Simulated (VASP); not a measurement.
# Relaxed cell of Al: a test of cutoff and mesh

Aim: test the relaxed volume of Al against cutoff and mesh. The starting structure is a measured crystal structure from the Crystallography Open Database. The first relaxation on each setting starts from this cell expanded by 3 % in volume.

Program: VASP 6.6.1. Level of theory: Kohn-Sham DFT with plane waves and PAW; PBEsol. Results are calculated unless marked as measured.

**1. The starting structure**

It takes space group Fm-3m (No. 225, cubic). The conventional cell has a = 4.050 Å, b = 4.050 Å, c = 4.050 Å, α = 90.00°, β = 90.00°, γ = 90.00°. Al has 12 Al at 2.86 Å nearest.

Structure file:

```
Al
1.0
     0.00000    2.02493    2.02493
     2.02493    0.00000    2.02493
     2.02493    2.02493    0.00000
Al
1
Direct
  0.00000 0.00000 0.00000
```

**2. Reference relaxation**

This run starts from the cell of an earlier relaxation, which isn't shown; the restart sets up the plane waves anew.

Input file INCAR:

```
SYSTEM = Al
PREC = Accurate
ENCUT = 450
EDIFF = 1E-06
NELM = 100
ISMEAR = 1
SIGMA = 0.15
LREAL = .FALSE.
ALGO = Normal
GGA = PS
NBANDS = 7
LORBIT = 11
LWAVE = .FALSE.
LCHARG = .FALSE.
KPAR = 8
IBRION = 2
NSW = 50
ISIF = 3
EDIFFG = -0.006
```

Input file POSCAR:

```
Al
1.0
    0.0000000000      2.0079782968      2.0079782968
    2.0079782968      0.0000000000      2.0079782968
    2.0079782968      2.0079782968      0.0000000000
Al
1
Direct
    0.0000000000      0.0000000000      0.0000000000
```

Input file KPOINTS:

```
Automatic mesh
0
Gamma
18 18 18
0 0 0
```

Potentials, in the order of the species: Al (PBE family, release 64).

Run with:

```sh
$ mpirun -np 8 vasp_std
```

Log:

```text
[banner, memory and clock lines left out]
running    8 mpi-ranks, on    1 nodes
 distrk:  each k-point on    1 cores,    8 groups
 distr:  one band on    1 cores,    1 groups

 POSCAR found type information on POSCAR Al
 POSCAR found :  1 types and       1 ions
|                                                                             |
|           W    W    AA    RRRRR   N    N  II  N    N   GGGG   !!!           |
|           W    W   A  A   R    R  NN   N  II  NN   N  G    G  !!!           |
|           W    W  A    A  R    R  N N  N  II  N N  N  G       !!!           |
|           W WW W  AAAAAA  RRRRR   N  N N  II  N  N N  G  GGG   !            |
|           WW  WW  A    A  R   R   N   NN  II  N   NN  G    G                |
|           W    W  A    A  R    R  N    N  II  N    N   GGGG   !!!           |
|                                                                             |
|     For optimal performance we recommend to set                             |
|       NCORE = 2 up to number-of-cores-per-socket                            |
|     NCORE specifies how many cores store one orbital (NPAR=cpu/NCORE).      |
|     This setting can greatly improve the performance of VASP for DFT.       |
|     The default, NCORE=1 might be grossly inefficient on modern             |
|     multi-core architectures or massively parallel machines. Do your        |
|     Unfortunately you need to use the default for GW and RPA                |
|     calculations (for HF NCORE is supported but not extensively tested      |
|     yet).                                                                   |
|                                                                             |

|                                                                             |
|               ----> ADVICE to this user running VASP <----                  |
|                                                                             |
|     You enforced a specific xc type in the INCAR file but a different       |
|     [... a line on the potential file left out ...]
|     I HOPE YOU KNOW WHAT YOU ARE DOING!                                     |
|                                                                             |

 LDA part: xc-table for (Slater+PW92), standard interpolation
 POSCAR, INCAR and KPOINTS ok, starting setup
 FFT: planning ... GRIDC
 FFT: planning ... GRID_SOFT
 FFT: planning ... GRID
 WAVECAR not read
 entering main loop
       N       E                     dE             d eps       ncg     rms          rms(c)
DAV:   1    -0.274567105339E+01   -0.27457E+01   -0.81578E+02  2786   0.203E+02
DAV:   2    -0.411026020071E+01   -0.13646E+01   -0.13356E+01  3689   0.206E+01
DAV:   3    -0.411827498576E+01   -0.80148E-02   -0.79765E-02  3766   0.173E+00
DAV:   4    -0.411829106502E+01   -0.16079E-04   -0.16078E-04  4039   0.644E-02
DAV:   5    -0.411829107813E+01   -0.13106E-07   -0.13938E-07  3976   0.142E-03    0.143E+00
DAV:   6    -0.410111181598E+01    0.17179E-01   -0.21066E-03  3626   0.218E-01    0.811E-01
DAV:   7    -0.408950843067E+01    0.11603E-01   -0.57672E-03  3437   0.348E-01    0.171E-01
DAV:   8    -0.408949336013E+01    0.15071E-04   -0.22809E-05  4144   0.365E-02    0.107E-02
DAV:   9    -0.408949261997E+01    0.74016E-06   -0.35949E-07  3668   0.303E-03
   1 F= -.40894926E+01 E0= -.40891202E+01  d E =-.408949E+01
 curvature:   0.00 expect dE= 0.000E+00 dE for cont linesearch  0.000E+00
 trial: gam= 0.00000 g(F)=  0.805E-65 g(S)=  0.893E-08 ort = 0.000E+00 (trialstep = 0.100E+01)
 search vector abs. value=  0.903E-08
 reached required accuracy - stopping structural energy minimisation
```

Run time: 5.4 s. Hardware: 8 MPI ranks of AMD EPYC 7R43, shared host; peak memory 0.75 GiB; 35 s of CPU time.

The logs omit lines about the potential files and the build; timing stands in the text.

OUTCAR, selected parts (step 2):

```text
ion  position               nearest neighbor table
   1  0.000  0.000  0.000-

  LATTYP: Found a face centered cubic cell.
 ALAT       =     4.0159565936

 Subroutine GETGRP returns: Found 48 space group operations
 (whereof 48 operations were pure point group operations)

The static configuration has the point symmetry O_h .

 Found    195 irreducible k-points:

   k-points           NKPTS =    195   k-points in BZ     NKDIM =    195   number of bands    NBANDS=      7

   dimension x,y,z NGX =    20 NGY =   20 NGZ =   20
   dimension x,y,z NGXF=    40 NGYF=   40 NGZF=   40

   ENCUT  =  450.0 eV  33.07 Ry    5.75 a.u.   4.91  4.91  4.91*2*pi/ulx,y,z

   NELECT =       3.0000    total number of electrons

 k-points in reciprocal lattice and weights: Automatic mesh
   0.00000000  0.00000000  0.00000000       0.000
   0.05555556  0.00000000  0.00000000       0.001
   0.11111111  0.00000000  0.00000000       0.001
   0.16666667  0.00000000  0.00000000       0.001
   0.22222222  0.00000000  0.00000000       0.001
   0.27777778  0.00000000  0.00000000       0.001
   0.33333333  0.00000000  0.00000000       0.001
   0.38888889  0.00000000  0.00000000       0.001
   0.44444444  0.00000000  0.00000000       0.001
[...]
-0.27777778  0.44444444  0.22222222       0.004
  -0.27777778  0.50000000  0.22222222       0.002

 average (electrostatic) potential at core
       1 -72.0941

 E-fermi :   8.1384

 k-point     1 :       0.0000    0.0000    0.0000
  band No.  band energies     occupation
      1      -3.1130      2.00000
      2      20.8473      0.00000
      3      20.8473      0.00000
      4      20.8473      0.00000
      5      22.4816      0.00000
      6      22.4816      0.00000
    ...

 k-point     2 :       0.0556    0.0000    0.0000
  band No.  band energies     occupation
      1      -3.0280      2.00000
      2      19.3458      0.00000
      3      20.5534      0.00000
      4      20.5534      0.00000
      5      22.9088      0.00000
      6      22.9088      0.00000
    ...

 k-point     3 :       0.1111    0.0000    0.0000
  band No.  band energies     occupation
      1      -2.7735      2.00000
      2      17.1088      0.00000
      3      20.0540      0.00000
      4      20.0540      0.00000
      5      23.0821      0.00000
      6      23.7789      0.00000
    ...

  Total        0.0002484      0.0002484      0.0002484      0.0000000      0.0000000      0.0000000
  in kB        0.0245740      0.0245740      0.0245740      0.0000000      0.0000000      0.0000000
  external PRESSURE =       0.0245740 kB  Pullay stress =       0.0000000 kB

  energy-cutoff  :      450.00
  volume of cell :       16.19
      direct lattice vectors                 reciprocal lattice vectors
     0.000000000  2.007978297  2.007978297    -0.249006675  0.249006675  0.249006675
     2.007978297  0.000000000  2.007978297     0.249006675 -0.249006675  0.249006675
     2.007978297  2.007978297  0.000000000     0.249006675  0.249006675 -0.249006675

 POSITION                                       TOTAL-FORCE (eV/Angst)
 -----------------------------------------------------------------------------------
      0.00000      0.00000      0.00000         0.000000      0.000000      0.000000
 -----------------------------------------------------------------------------------
    total drift:                               -0.000000     -0.000000     -0.000000

  FREE ENERGIE OF THE ION-ELECTRON SYSTEM (eV)
  ---------------------------------------------------
  free  energy   TOTEN  =        -4.0894926200 eV

  energy  without entropy=       -4.0883752908  energy(sigma->0) =       -4.08912018

 reached required accuracy - stopping structural energy minimisation

 total charge
# of ion       s       p       d       tot
------------------------------------------
    1        0.428   0.347   0.000   0.775

[... 3 further parts left out ...]
```

This run has no spin polarisation. Its electron count is odd, so without a moment it is a metal by construction. The PAW data sets were made with PBE, which is usual practice but a small mismatch for other functionals. The run keeps the 48 symmetry operations of its start, so it cannot find a distortion of lower symmetry.

The reference relaxation ends at 16.192 Å³ an atom. Pressures at 0.985 and 1.015 times this volume, from two more relaxations that aren't shown, give a bulk modulus of 80.8 GPa.

**3. Relaxation with a cutoff of 240 eV**

Against step 2 the input has ENCUT = 240. This run starts from the cell of an earlier relaxation, which isn't shown; the restart sets up the plane waves anew.

Edit INCAR of step 2 so:

```diff
@@ -2,3 +2,3 @@
 PREC = Accurate
-ENCUT = 450
+ENCUT = 240
 EDIFF = 1E-06
```

Input file POSCAR:

```
Al
1.0
    0.0000000000      2.0080848585      2.0080848585
    2.0080848585      0.0000000000      2.0080848585
    2.0080848585      2.0080848585      0.0000000000
Al
1
Direct
    0.0000000000      0.0000000000      0.0000000000
```

KPOINTS is that of step 2.

Run with:

```sh
$ mpirun -np 8 vasp_std
```

Log:

```text
[banner, memory and clock lines left out]
running    8 mpi-ranks, on    1 nodes
[...]
[... a notice as in an earlier step ...]

 [... a notice as in an earlier step ...]

 LDA part: xc-table for (Slater+PW92), standard interpolation
 POSCAR, INCAR and KPOINTS ok, starting setup
[...]
entering main loop
       N       E                     dE             d eps       ncg     rms          rms(c)
DAV:   1    -0.376379005413E+01   -0.37638E+01   -0.60651E+02  3570   0.114E+02
DAV:   2    -0.410604443233E+01   -0.34225E+00   -0.33524E+00  3822   0.110E+01
DAV:   3    -0.410701575105E+01   -0.97132E-03   -0.97031E-03  3514   0.491E-01
DAV:   4    -0.410701667995E+01   -0.92890E-06   -0.92942E-06  4130   0.128E-02
DAV:   5    -0.410701668044E+01   -0.48817E-09   -0.17636E-09  3577   0.125E-04    0.181E+00
DAV:   6    -0.408976526994E+01    0.17251E-01   -0.19851E-03  3444   0.194E-01    0.101E+00
DAV:   7    -0.407799315862E+01    0.11772E-01   -0.54015E-03  3367   0.313E-01    0.203E-01
DAV:   8    -0.407795856829E+01    0.34590E-04   -0.19349E-05  4186   0.265E-02    0.295E-02
DAV:   9    -0.407795772634E+01    0.84195E-06   -0.39006E-07  3472   0.278E-03
   1 F= -.40779577E+01 E0= -.40775833E+01  d E =-.407796E+01
[...]
reached required accuracy - stopping structural energy minimisation
```

Elapsed: 3 s, on 8 MPI ranks; peak memory 0.61 GiB; 17 s of CPU time.

Parts of OUTCAR (step 3):

```text
  Total        0.0027795      0.0027795      0.0027795      0.0000000      0.0000000     -0.0000000
  in kB        0.2749843      0.2749843      0.2749843      0.0000000      0.0000000     -0.0000000
  external PRESSURE =       0.2749843 kB  Pullay stress =       0.0000000 kB

 POSITION                                       TOTAL-FORCE (eV/Angst)
 -----------------------------------------------------------------------------------
      0.00000      0.00000      0.00000        -0.000000     -0.000000     -0.000000
 -----------------------------------------------------------------------------------
    total drift:                               -0.000000      0.000000     -0.000000

  FREE ENERGIE OF THE ION-ELECTRON SYSTEM (eV)
  ---------------------------------------------------
  free  energy   TOTEN  =        -4.0779577263 eV

  energy  without entropy=       -4.0768345264  energy(sigma->0) =       -4.07758333

[... 2 parts as in an earlier step ...]

[... 2 further parts left out ...]
[key lines of the parts left out:]
E-fermi :   8.1473
```

With a cutoff of 240 eV the cell ends at 16.195 Å³ an atom, +0.02 % from the reference; the bulk modulus is 80.8 GPa against 80.8 GPa.

**4. Relaxation with a 10×10×10 mesh**

Against step 2 the input has a 10×10×10 mesh. This run starts from the cell of an earlier relaxation, which isn't shown; the restart sets up the plane waves anew.

Edit INCAR of step 3 so:

```diff
@@ -2,3 +2,3 @@
 PREC = Accurate
-ENCUT = 240
+ENCUT = 450
 EDIFF = 1E-06
```

Input file POSCAR:

```
Al
1.0
    0.0000000000      2.0051866217      2.0051866217
    2.0051866217      0.0000000000      2.0051866217
    2.0051866217      2.0051866217      0.0000000000
Al
1
Direct
    0.0000000000      0.0000000000      0.0000000000
```

Input file KPOINTS:

```
Automatic mesh
0
Gamma
10 10 10
0 0 0
```

Run with:

```sh
$ mpirun -np 8 vasp_std
```

Log:

```text
[... set-up lines as in an earlier step ...]
 entering main loop
       N       E                     dE             d eps       ncg     rms          rms(c)
DAV:   1    -0.293167238475E+01   -0.29317E+01   -0.72296E+02   665   0.195E+02
DAV:   2    -0.409556312509E+01   -0.11639E+01   -0.11593E+01   931   0.197E+01
DAV:   3    -0.410255145715E+01   -0.69883E-02   -0.69842E-02   903   0.163E+00
DAV:   4    -0.410256192209E+01   -0.10465E-04   -0.10466E-04   987   0.590E-02
DAV:   5    -0.410256193846E+01   -0.16372E-07   -0.15925E-07   917   0.151E-03    0.144E+00
DAV:   6    -0.408479724649E+01    0.17765E-01   -0.22436E-03   854   0.224E-01    0.817E-01
DAV:   7    -0.407288305455E+01    0.11914E-01   -0.60493E-03   833   0.355E-01    0.171E-01
DAV:   8    -0.407286648636E+01    0.16568E-04   -0.24553E-05   980   0.384E-02    0.955E-03
DAV:   9    -0.407286569925E+01    0.78710E-06   -0.40545E-07   903   0.319E-03
   1 F= -.40728657E+01 E0= -.40722542E+01  d E =-.407287E+01
[...]
reached required accuracy - stopping structural energy minimisation
```

Run time: 2.6 s. Hardware: 8 MPI ranks; peak memory 0.68 GiB; 14 s of CPU time.

From OUTCAR (step 4):

```text
  Total        0.0017825      0.0017825      0.0017825      0.0000000      0.0000000     -0.0000000
  in kB        0.1771108      0.1771108      0.1771108      0.0000000      0.0000000     -0.0000000
  external PRESSURE =       0.1771108 kB  Pullay stress =       0.0000000 kB

 POSITION                                       TOTAL-FORCE (eV/Angst)
 -----------------------------------------------------------------------------------
      0.00000      0.00000      0.00000        -0.000000      0.000000     -0.000000
 -----------------------------------------------------------------------------------
    total drift:                                0.000000     -0.000000     -0.000000

  FREE ENERGIE OF THE ION-ELECTRON SYSTEM (eV)
  ---------------------------------------------------
  free  energy   TOTEN  =        -4.0728656993 eV

  energy  without entropy=       -4.0710312596  energy(sigma->0) =       -4.07225422

[... 1 part as in an earlier step ...]

[... 3 further parts left out ...]
[key lines of the parts left out:]
E-fermi :   8.3181
```

With a 10×10×10 mesh the cell ends at 16.125 Å³ an atom, -0.42 % from the reference; the bulk modulus is 75.9 GPa against 80.8 GPa.

(Part 1 of 2 ends here.)

[Lines on the potential files, build, host, timing and source positions are cut from VASP's logs without a mark.]

[Logs are printed without paths, hosts, clocks, repeated set-up lines and the standing remarks that a program may print on its own settings, such as how far it seeks lower states.]

[Hosts, paths, dates, database ids (printed as entryN), source tags and the programs' standing remarks are cut or masked in the printed files.]
